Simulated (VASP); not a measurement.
# Ti6O: vacancies and antisites compared, part 5 of 7

Which native defect is cheapest in Ti6O, and how does that change with the growth condition? The start is a cell from a database of measured crystal structures.

VASP 6.6.1, plane waves and PAW; the level of theory is named at each step.

So far, formation energy of the neutral defect (eV): step 7 (energies of this defect, 41 atoms, defect vacancy, element …) 2.79.

### Step 8. The defect cell, 41 atoms, defect O vacancy

This step: PBEsol, no spin polarisation; plane waves and PAW (Ti, O) (VASP 6.6.1).

System of this step: Ti36O5. The cell holds 41 atoms: 36 Ti and 5 O. Cell: a = 6.883 Å, b = 6.883 Å, c = 15.115 Å, α = 68.5°, β = 68.5°, γ = 78.7°. It derives from Ti6O. Nearest the centre at fractional (0.000, 0.000, 0.000): Ti25 at 2.07 Å, Ti13 at 2.07 Å, Ti31 at 2.07 Å, Ti7 at 2.07 Å, Ti3 at 2.07 Å, Ti22 at 2.07 Å, Ti30 at 3.58 Å, Ti15 at 3.58 Å.

File INCAR:

```
SYSTEM = Ti36O5
PREC = Normal
ENCUT = 400
EDIFF = 1E-05
NELM = 120
ISMEAR = 1
SIGMA = 0.2
LREAL = Auto
ALGO = Fast
GGA = PS
LASPH = .TRUE.
LORBIT = 11
LWAVE = .FALSE.
LCHARG = .TRUE.
KPAR = 4
NCORE = 2
IBRION = 2
NSW = 50
ISIF = 2
EDIFFG = -0.03
POTIM = 0.4
MAXMIX = 40
ISYM = 2
```

File POSCAR:

```
Ti36O5
1.0
   -2.5191074978      4.3632221759      4.6901331782
    5.0382149956      0.0000000000      4.6901331782
    7.5573224934     13.0896665277      0.0000000000
Ti O
36 5
Direct
    0.3698379300      0.3698379300      0.9873385900
    0.3698379300      0.3698379300      0.3206719300
    0.8698379300      0.8698379300      0.1540052600
    0.3698379300      0.3698379300      0.6540052600
    0.8698379300      0.8698379300      0.4873385900
    0.8698379300      0.8698379300      0.8206719200
    0.0357647800      0.7039110800      0.9880784100
    0.0357647800      0.7039110800      0.3214117400
    0.5357647800      0.2039110800      0.1547450700
    0.0357647800      0.7039110800      0.6547450700
    0.5357647800      0.2039110800      0.4880784100
    0.5357647800      0.2039110800      0.8214117400
    0.7039110800      0.0357647800      0.9880784100
    0.7039110800      0.0357647800      0.3214117400
    0.2039110800      0.5357647800      0.1547450700
    0.7039110800      0.0357647800      0.6547450700
    0.2039110800      0.5357647800      0.4880784100
    0.2039110800      0.5357647800      0.8214117400
    0.1301620700      0.1301620700      0.1793280800
    0.1301620700      0.1301620700      0.5126614100
    0.6301620700      0.6301620700      0.3459947400
    0.1301620700      0.1301620700      0.8459947400
    0.6301620700      0.6301620700      0.6793280800
    0.6301620700      0.6301620700      0.0126614100
    0.2960889200      0.9642352200      0.0119215900
    0.2960889200      0.9642352200      0.3452549300
    0.7960889200      0.4642352200      0.1785882600
    0.2960889200      0.9642352200      0.6785882600
    0.7960889200      0.4642352200      0.5119215900
    0.7960889200      0.4642352200      0.8452549300
    0.9642352200      0.2960889200      0.0119215900
    0.9642352200      0.2960889200      0.3452549300
    0.4642352200      0.7960889200      0.1785882600
    0.9642352200      0.2960889200      0.6785882600
    0.4642352200      0.7960889200      0.5119215900
    0.4642352200      0.7960889200      0.8452549300
    0.0000000000      0.0000000000      0.3333333300
    0.5000000000      0.5000000000      0.1666666700
    0.0000000000      0.0000000000      0.6666666700
    0.5000000000      0.5000000000      0.5000000000
    0.5000000000      0.5000000000      0.8333333300
```

File KPOINTS:

```
Automatic mesh
0
Gamma
4 4 2
0 0 0
```

The projector-augmented-wave data sets are Ti and O (PBE family, release 64).

Command:

```console
$ mpirun -np 8 vasp_std
```

The program printed:

```text
[... set-up lines as in an earlier step ...]
 entering main loop
       N       E                     dE             d eps       ncg     rms          rms(c)
DAV:   1     0.106302208426E+04    0.10630E+04   -0.48699E+04  3024   0.118E+03
DAV:   2    -0.569614794497E+02   -0.11200E+04   -0.10891E+04  3032   0.297E+02
DAV:   3    -0.374967786897E+03   -0.31801E+03   -0.30916E+03  5208   0.140E+02
DAV:   4    -0.405435687259E+03   -0.30468E+02   -0.30155E+02  4512   0.474E+01
DAV:   5    -0.406148041933E+03   -0.71235E+00   -0.70577E+00  4328   0.650E+00    0.817E+01
RMM:   6    -0.357623281177E+03    0.48525E+02   -0.15560E+02  3218   0.453E+01    0.229E+01
RMM:   7    -0.354550314929E+03    0.30730E+01   -0.45535E+01  3187   0.179E+01    0.685E+00
RMM:   8    -0.355391651423E+03   -0.84134E+00   -0.14596E+01  3812   0.112E+01    0.847E+00
RMM:   9    -0.353777386217E+03    0.16143E+01   -0.47488E+00  3270   0.679E+00    0.341E+00
RMM:  10    -0.353928927153E+03   -0.15154E+00   -0.19497E+00  4454   0.309E+00    0.147E+00
RMM:  11    -0.353899723248E+03    0.29204E-01   -0.49979E-01  3822   0.185E+00    0.776E-01
RMM:  12    -0.353906868825E+03   -0.71456E-02   -0.22866E-01  4328   0.109E+00    0.640E-01
RMM:  13    -0.353905422184E+03    0.14466E-02   -0.51740E-02  4037   0.546E-01    0.475E-01
RMM:  14    -0.353904705365E+03    0.71682E-03   -0.28634E-02  3990   0.399E-01    0.268E-01
RMM:  15    -0.353905310277E+03   -0.60491E-03   -0.20944E-02  4481   0.312E-01    0.216E-01
RMM:  16    -0.353904709779E+03    0.60050E-03   -0.38128E-03  4057   0.147E-01    0.144E-01
RMM:  17    -0.353904538610E+03    0.17117E-03   -0.19881E-03  4140   0.942E-02    0.732E-02
RMM:  18    -0.353904487538E+03    0.51072E-04   -0.49981E-04  4269   0.582E-02    0.409E-02
RMM:  19    -0.353904473242E+03    0.14296E-04   -0.56316E-05  3888   0.294E-02    0.302E-02
RMM:  20    -0.353904454765E+03    0.18477E-04    0.49709E-05  2895   0.188E-02    0.222E-02
RMM:  21    -0.353904433361E+03    0.21404E-04    0.68205E-05  2732   0.159E-02    0.941E-03
RMM:  22    -0.353904423677E+03    0.96846E-05    0.66725E-05  2532   0.130E-02
   1 F= -.35390442E+03 E0= -.35393667E+03  d E =-.353904E+03
 curvature:   0.00 expect dE= 0.000E+00 dE for cont linesearch  0.000E+00
 trial: gam= 0.00000 g(F)=  0.188E-01 g(S)=  0.000E+00 ort = 0.000E+00 (trialstep = 0.100E+01)
 search vector abs. value=  0.188E-01
 bond charge predicted
       N       E                     dE             d eps       ncg     rms          rms(c)
DAV:   1    -0.353917387746E+03   -0.12954E-01   -0.63280E-01  3376   0.206E+00    0.341E-01
RMM:   2    -0.353918080312E+03   -0.69257E-03   -0.22529E-02  3595   0.477E-01    0.300E-01
RMM:   3    -0.353918359863E+03   -0.27955E-03   -0.95809E-03  3895   0.292E-01    0.313E-01
RMM:   4    -0.353916864419E+03    0.14954E-02   -0.41166E-03  3672   0.191E-01    0.171E-01
RMM:   5    -0.353916547102E+03    0.31732E-03   -0.59246E-03  4725   0.163E-01    0.442E-02
RMM:   6    -0.353916539476E+03    0.76261E-05   -0.40766E-04  3953   0.497E-02    0.238E-02
RMM:   7    -0.353916568058E+03   -0.28583E-04   -0.21907E-04  3981   0.355E-02    0.257E-02
RMM:   8    -0.353916562310E+03    0.57484E-05   -0.44208E-05  2670   0.190E-02
   2 F= -.35391656E+03 E0= -.35394879E+03  d E =-.121386E-01
[...]
3 F= -.35391781E+03 E0= -.35394992E+03  d E =-.133858E-01
[...]
4 F= -.35392031E+03 E0= -.35395231E+03  d E =-.250003E-02
 trial-energy change:   -0.002500  1 .order   -0.002470   -0.002990   -0.001950
 step:   3.1107(harm=  3.1107)  dis= 0.00880  next Energy=  -353.922106 (dE=-0.430E-02)
 bond charge predicted
       N       E                     dE             d eps       ncg     rms          rms(c)
DAV:   1    -0.353922476111E+03   -0.21659E-02   -0.52105E-01  3136   0.202E+00    0.232E-01
RMM:   2    -0.353921634742E+03    0.84137E-03   -0.98345E-03  4010   0.346E-01    0.587E-02
RMM:   3    -0.353921991728E+03   -0.35699E-03   -0.36610E-03  4988   0.126E-01    0.356E-02
RMM:   4    -0.353922022960E+03   -0.31232E-04   -0.47540E-04  4554   0.489E-02    0.304E-02
RMM:   5    -0.353922036845E+03   -0.13885E-04   -0.18294E-04  3525   0.231E-02    0.266E-02
RMM:   6    -0.353922036334E+03    0.51083E-06   -0.44481E-05  2501   0.134E-02
   5 F= -.35392204E+03 E0= -.35395384E+03  d E =-.422689E-02
 curvature:  -1.75 expect dE=-0.102E-02 dE for cont linesearch -0.474E-05
 trial: gam= 0.28144 g(F)=  0.584E-03 g(S)=  0.000E+00 ort =-0.918E-04 (trialstep = 0.149E+01)
 search vector abs. value=  0.779E-03
 reached required accuracy - stopping structural energy minimisation
```

Wall time 8.1 min (8 MPI ranks of AMD EPYC 7R43, shared host); peak memory 3 GiB; 63 min of CPU time.

From OUTCAR (step 8):

```text
   k-points           NKPTS =     14   k-points in BZ     NKDIM =     14   number of bands    NBANDS=    108

   NELECT =     174.0000    total number of electrons

 E-fermi :   3.4619

 k-point     1 :       0.0000    0.0000    0.0000
  band No.  band energies     occupation
    ...
     84       3.2976      1.99056
     85       3.4326      1.24468
     86       3.4494      1.10522
     87       3.4549      1.05927
     88       3.4835      0.81810
     89       3.6073      0.06218
     90       3.6194      0.02644
     91       3.6195      0.02617
     92       3.6741     -0.06072
     93       3.7627     -0.05495
    ...

  Total       -6.0096823     -5.8718824     -7.0454498      0.1193382      0.0070568      0.0040743
  in kB      -15.5647321    -15.2078383    -18.2473104      0.3090791      0.0182766      0.0105521
  external PRESSURE =     -16.3399603 kB  Pullay stress =       0.0000000 kB

 POSITION                                       TOTAL-FORCE (eV/Angst)
 -----------------------------------------------------------------------------------
      8.39184     14.53510      3.46775         0.011903      0.020616      0.001677
      3.35417      5.80959      3.46444        -0.000857     -0.001485     -0.007426
      3.35441      5.81002      8.17334        -0.004327     -0.007494      0.011497
      5.87470     10.17528      3.45743         0.011071      0.019175      0.012219
      5.87603     10.17758      8.15205         0.002113      0.003660      0.014614
      8.40155     14.55192      8.16166         0.005877      0.010179     -0.015433
     10.92320     13.08921      3.47485         0.003718     -0.005400     -0.001314
      5.88476      4.36303      3.46659        -0.018451      0.006119      0.016508
      0.83014      4.36022      3.47301         0.000006     -0.027200     -0.000348
      8.40449      8.73149      3.46348        -0.004755      0.021118     -0.015142
      3.36460      8.72699      3.46370        -0.018897      0.001005      0.011537
      5.88650     13.09089      3.46356        -0.005683     -0.004310      0.002283
      5.87399     16.00437      3.47485        -0.006535      0.000520     -0.001314
      0.83611      7.27787      3.46659         0.014525     -0.012920      0.016508
      3.36100      2.89903      3.47301        -0.023559     -0.013595     -0.000348
      3.35945     11.64425      3.46348         0.020666      0.006441     -0.015142
      5.87550      7.27732      3.46370         0.010319     -0.015863      0.011537
      8.39379     11.64330      3.46356        -0.000891     -0.007077      0.002283
      1.67488      2.90097      1.21861        -0.005877     -0.010179      0.015433
      4.20040      7.27531      1.22822        -0.002113     -0.003660     -0.014614
      4.20173      7.27760      5.92284        -0.011071     -0.019175     -0.012219
      6.72202     11.64287      1.20693         0.004327      0.007494     -0.011497
      6.72226     11.64330      5.91582         0.000857      0.001485      0.007426
      1.68459      2.91779      5.91251        -0.011903     -0.020616     -0.001677
[...]
-----------------------------------------------------------------------------------
    total drift:                                0.000004      0.000006     -0.000005

  FREE ENERGIE OF THE ION-ELECTRON SYSTEM (eV)
  ---------------------------------------------------
  free  energy   TOTEN  =      -353.9220363338 eV

  energy  without entropy=     -354.0174448542  energy(sigma->0) =     -353.95383917

[... 7 parts as in an earlier step ...]

[... 10 further parts left out ...]
```

The run keeps the 4 symmetry operations of its start, so it cannot find a distortion of lower symmetry.

Step by step:

```tsv
step	energy less that of the first step (eV)	largest force (eV/Å)
1	0.0000	0.2011
2	-0.0121	0.0822
3	-0.0134	0.0651
4	-0.0159	0.0498
5	-0.0176	0.0272
```

The atoms that moved most (Å):

```tsv
atom	dx	dy	dz	length
Ti30	-0.006	0.016	-0.004	0.018
Ti15	0.006	-0.016	0.004	0.018
Ti36	0.017	0.003	-0.004	0.018
Ti9	-0.017	-0.003	0.004	0.018
Ti6	0.008	0.014	0.002	0.017
Ti19	-0.008	-0.014	-0.002	0.017
Ti3	-0.001	-0.001	0.014	0.014
Ti22	0.001	0.001	-0.014	0.014
```

This step gave:

- electronic cycles: 47
- electrons: 174
- free energy (TOTEN): -353.9220 eV
- energy at zero smearing: -353.9538 eV
- Fermi energy: 3.462 eV

Valence density in the ac plane at fractional y = 0.000, through the centre, with atoms of Ti and O within 0.45 Å of it. It is the smooth field of the valence electrons, not physical close to the nuclei.

Values in e/Å³, 13 rows by 16 columns, each cell a mean:
```
0.2 0.2 0.2 0.2 0.4 0.4 0.3 0.2 0.2 0.2 0.3 0.5 0.5 0.3 0.2 0.2
0.2 0.2 0.2 0.2 0.2 0.2 0.2 0.2 0.2 0.2 0.2 0.2 0.2 0.2 0.2 0.2
0.2 0.2 0.2 0.2 0.2 0.2 0.2 0.2 0.2 0.2 0.2 0.2 0.2 0.2 0.2 0.2
1.2 0.4 0.2 0.3 0.4 0.3 0.2 0.2 0.2 0.2 0.3 0.3 0.2 0.3 0.7 1.5
4.6 2.1 0.5 0.3 0.6 0.6 0.4 0.2 0.2 0.2 0.5 0.7 0.6 0.3 0.8 3.1
0.2 0.3 0.2 0.2 0.2 0.2 0.2 0.2 0.2 0.2 0.2 0.2 0.2 0.2 0.2 0.2
0.2 0.2 0.2 0.2 0.2 0.2 0.2 0.2 0.2 0.2 0.2 0.2 0.2 0.2 0.2 0.2
0.3 0.2 0.2 0.2 0.2 0.2 0.2 0.2 0.2 0.2 0.2 0.2 0.2 0.2 0.3 0.4
5.0 2.0 0.4 0.4 0.7 0.7 0.3 0.2 0.2 0.3 0.5 0.8 0.5 0.3 1.0 3.9
0.8 0.6 0.3 0.2 0.2 0.3 0.2 0.2 0.2 0.2 0.2 0.3 0.3 0.2 0.2 0.4
0.2 0.2 0.2 0.2 0.2 0.2 0.2 0.2 0.2 0.2 0.2 0.2 0.2 0.2 0.2 0.2
0.2 0.2 0.2 0.2 0.2 0.2 0.2 0.2 0.2 0.2 0.2 0.2 0.2 0.2 0.2 0.2
0.2 0.2 0.2 0.4 0.7 0.5 0.3 0.2 0.2 0.2 0.5 0.5 0.4 0.2 0.2 0.2
```
Columns run along a (6.9 Å), rows up along c (15.1 Å). Atoms in or near the plane, at fractional coordinates: Ti at (0.70, 0.99), Ti at (0.70, 0.32), Ti at (0.70, 0.66), Ti at (0.30, 0.01), Ti at (0.30, 0.34), Ti at (0.30, 0.68), O at (0.00, 0.33), O at (0.00, 0.67).

The run ended after 5 ionic steps, 0.018 eV below its first step, once the forces on the free atoms met EDIFFG = -0.03.

The 6 first neighbours (Ti) lie 2.07 Å from the site in the perfect crystal and 2.07 Å on average after the relaxation (-0.2 %).

### Step 9. This defect's formation energies, 41 atoms, defect vacancy, element O

This step: point defect, PBEsol; plane waves and PAW (VASP 6.6.1).

No new run; the numbers come from the runs before.

This step gave:

```yaml
formation_energy_of_the_neutral_defect: 6.180 eV
```

Formation energy:

```tsv
formation energy (eV)	largest move (Å)
6.18	0.0177
```

E_f is E(defect cell) less E(perfect cell), corrected for the atoms exchanged with their references.

References, in eV an atom: O -5.126 (O2 molecule) and Ti -8.282 (crystal P6_3/mmc). They were run at the supercell's cutoff and functional, without U, and count both elements from their own phases.

The formation energy is 6.180 eV, and the largest move of an atom 0.02 Å.

### Step 10. The defect cell, 42 atoms, defect Ti on the O site, spin collinear

This step: PBEsol, spin-polarised, with small moments to start from; plane waves and PAW (Ti, O) (VASP 6.6.1).

System of this step: Ti37O5. The cell holds 42 atoms: 37 Ti and 5 O. Its edges and angles: a = 6.883 Å, b = 6.883 Å, c = 15.115 Å, α = 68.5°, β = 68.5°, γ = 78.7°. It derives from Ti6O. Nearest the centre at fractional (0.000, 0.000, 0.000): Ti37 at 0.00 Å, Ti25 at 2.07 Å, Ti13 at 2.07 Å, Ti31 at 2.07 Å, Ti7 at 2.07 Å, Ti3 at 2.07 Å, Ti22 at 2.07 Å, Ti30 at 3.58 Å.

Edit INCAR of step 8 so:

```diff
@@ -1,2 +1,2 @@
-SYSTEM = Ti36O5
+SYSTEM = Ti37O5
 PREC = Normal
@@ -10,3 +10,6 @@
 GGA = PS
+ISPIN = 2
+MAGMOM = 0 0 0 0 0 0 0 0 0 0 0 0 0.6 0 0 0 0 0 0 0 0 0 0 0 0.6 0 0 0 0 0 0.6 0 0 0 0 0 0.6 0 0 0 0 0
 LASPH = .TRUE.
+LMAXMIX = 4
 LORBIT = 11
```

Edit POSCAR of step 8 so:

```diff
@@ -1,2 +1,2 @@
-Ti36O5
+Ti37O5
 1.0
@@ -6,3 +6,3 @@
 Ti O
-36 5
+37 5
 Direct
@@ -44,2 +44,3 @@
     0.4642352200      0.7960889200      0.8452549300
+    0.0000000000      0.0000000000      0.0000000000
     0.0000000000      0.0000000000      0.3333333300
```

KPOINTS is that of step 8.

Command:

```console
$ mpirun -np 8 vasp_std
```

The program printed:

```text
[... set-up lines as in an earlier step ...]
 entering main loop
       N       E                     dE             d eps       ncg     rms          rms(c)
DAV:   1     0.109371609329E+04    0.10937E+04   -0.50030E+04  8968   0.116E+03
DAV:   2    -0.675825544264E+02   -0.11613E+04   -0.11266E+04  8960   0.296E+02
DAV:   3    -0.386472303334E+03   -0.31889E+03   -0.30954E+03 15360   0.140E+02
DAV:   4    -0.417151820659E+03   -0.30680E+02   -0.30354E+02 13152   0.474E+01
[...]
RMM:  23    -0.357342272268E+03   -0.35006E-05   -0.20133E-04 11395   0.423E-02    0.384E-02
RMM:  24    -0.357342298860E+03   -0.26592E-04   -0.12054E-04 11446   0.333E-02    0.244E-02
RMM:  25    -0.357342306809E+03   -0.79486E-05   -0.41160E-05 10205   0.248E-02
   1 F= -.35734231E+03 E0= -.35737355E+03  d E =-.357342E+03  mag=     0.0001
[... from here on, the cycles between the ionic steps are left out ...]
   2 F= -.35907128E+03 E0= -.35910311E+03  d E =-.172898E+01  mag=    -0.0014
   3 F= -.35941484E+03 E0= -.35944099E+03  d E =-.207253E+01  mag=    -0.0036
   4 F= -.35952651E+03 E0= -.35955174E+03  d E =-.111678E+00  mag=    -0.0068
   5 F= -.35957778E+03 E0= -.35960150E+03  d E =-.162940E+00  mag=    -0.0011
   6 F= -.35961797E+03 E0= -.35964149E+03  d E =-.401978E-01  mag=     0.0025
   7 F= -.35962212E+03 E0= -.35964545E+03  d E =-.443435E-01  mag=     0.0013
   8 F= -.35963209E+03 E0= -.35965523E+03  d E =-.996738E-02  mag=    -0.0041
   9 F= -.35963439E+03 E0= -.35965739E+03  d E =-.122674E-01  mag=    -0.0030
  10 F= -.35963446E+03 E0= -.35965743E+03  d E =-.123386E-01  mag=    -0.0011
  11 F= -.35963565E+03 E0= -.35965879E+03  d E =-.119623E-02  mag=     0.0000
 trial-energy change:   -0.001196  1 .order   -0.001165   -0.001900   -0.000431
 step:   2.3070(harm=  2.3070)  dis= 0.00371  next Energy=  -359.635686 (dE=-0.123E-02)
 reached required accuracy - stopping structural energy minimisation
```

The job ended after 37 min (8 MPI ranks; peak memory 5.4 GiB; 4.7 h of CPU time).

Parts of OUTCAR (step 10):

```text
  Total        6.9312854      8.3547265      4.3113814      1.2357348     -1.8659102     -1.0760370
  in kB       17.9516310     21.6382619     11.1662301      3.2004822     -4.8326001     -2.7868741
  external PRESSURE =      16.9187077 kB  Pullay stress =       0.0000000 kB

 POSITION                                       TOTAL-FORCE (eV/Angst)
 -----------------------------------------------------------------------------------
      8.37762     14.51047      3.50265         0.013123      0.021614      0.005406
      3.35100      5.80410      3.43661        -0.000126     -0.000513      0.020149
      3.48133      6.02982      8.00694        -0.001964     -0.002236      0.015169
      5.85660     10.14394      3.50511        -0.000055      0.000389     -0.002880
      5.88808     10.19846      8.15722         0.006431      0.011193      0.001378
      8.40956     14.56578      8.20936        -0.001324     -0.002211     -0.010396
     10.74092     13.08795      3.35635         0.013149      0.015364     -0.002303
      5.91224      4.41519      3.46688         0.000108      0.002978      0.001074
      0.81239      4.33883      3.49995        -0.011723     -0.004953     -0.001922
      8.40959      8.75352      3.44516         0.004000      0.003073      0.002514
      3.35531      8.72197      3.46589         0.001965     -0.010696     -0.004851
      5.87108     13.03183      3.49132         0.001119     -0.000962      0.010190
      5.96404     15.84591      3.35636         0.006353      0.018245     -0.002484
      0.86753      7.32775      3.46688         0.002523      0.001847      0.001690
[...]
-----------------------------------------------------------------------------------
    total drift:                               -0.000641     -0.000627     -0.001493

  FREE ENERGIE OF THE ION-ELECTRON SYSTEM (eV)
  ---------------------------------------------------
  free  energy   TOTEN  =      -359.6356540820 eV

  energy  without entropy=     -359.7050581032  energy(sigma->0) =     -359.65878876

 magnetization (x)
# of ion       s       p       d       tot
------------------------------------------
    1       -0.000  -0.000  -0.000  -0.000
    2        0.000   0.000   0.000   0.000
    3       -0.000  -0.000  -0.000  -0.000
    4        0.000   0.000   0.000   0.000
    5        0.000   0.000   0.000   0.000
    6       -0.000  -0.000  -0.000  -0.000
    7       -0.000  -0.000  -0.000  -0.000
    8        0.000   0.000   0.000   0.000
    9       -0.000  -0.000  -0.000  -0.000
   10        0.000   0.000  -0.000  -0.000
   11        0.000   0.000   0.000   0.000
   12       -0.000  -0.000  -0.000  -0.000
   13       -0.000  -0.000  -0.000  -0.000
[...]
--------------------------------------------------
tot         -0.000  -0.000  -0.000  -0.000

[... 2 parts as in an earlier step ...]

[... 2 further parts left out ...]
[key lines of the parts left out:]
E-fermi :   3.6008
```

The moments of the start collapse, so the state is non-magnetic; other starts or orders were not tried.

Step by step:

```tsv
step	energy less that of the first step (eV)	largest force (eV/Å)
1	0.0000	3.2851
2	-1.7290	1.4583
3	-2.0725	0.6213
4	-2.1842	0.3131
5	-2.2355	0.2507
6	-2.2757	0.1035
7	-2.2798	0.1215
8	-2.2898	0.0622
9	-2.2921	0.0385
10	-2.2922	0.0379
11	-2.2933	0.0259
```

The atoms that moved most (Å):

```tsv
atom	dx	dy	dz	length
Ti3	0.126	0.219	-0.152	0.295
Ti22	-0.126	-0.219	0.152	0.295
Ti31	0.183	0.002	0.113	0.215
Ti25	-0.090	0.159	0.113	0.215
Ti7	-0.183	-0.002	-0.113	0.215
Ti13	0.090	-0.159	-0.113	0.215
Ti33	0.014	0.058	-0.022	0.064
Ti27	0.043	0.041	-0.022	0.064
```

The spin moment in the PAW sphere vanishes on all atoms.

The run ended after 11 ionic steps, 2.293 eV below its first step, once the forces on the free atoms met EDIFFG = -0.03.

The 6 first neighbours (Ti) lie 2.07 Å from the site in the perfect crystal and 2.31 Å on average from the atom on it after the relaxation (+11.6 %).

[end of part 5 of 7]

[Lines on the potential files, build, host, timing and source positions are cut from VASP's logs without a mark.]

[Logs are printed without paths, hosts, clocks, repeated set-up lines and the standing remarks that a program may print on its own settings, such as how far it seeks lower states.]

[Hosts, paths, dates, database ids (printed as entryN), source tags and the programs' standing remarks are cut or masked in the printed files.]

[In band tables of VASP the shares of atoms and orbitals are scaled to a sum of 1 inside the atoms' spheres.]

[Runs that stopped without an error message from VASP are left out.]
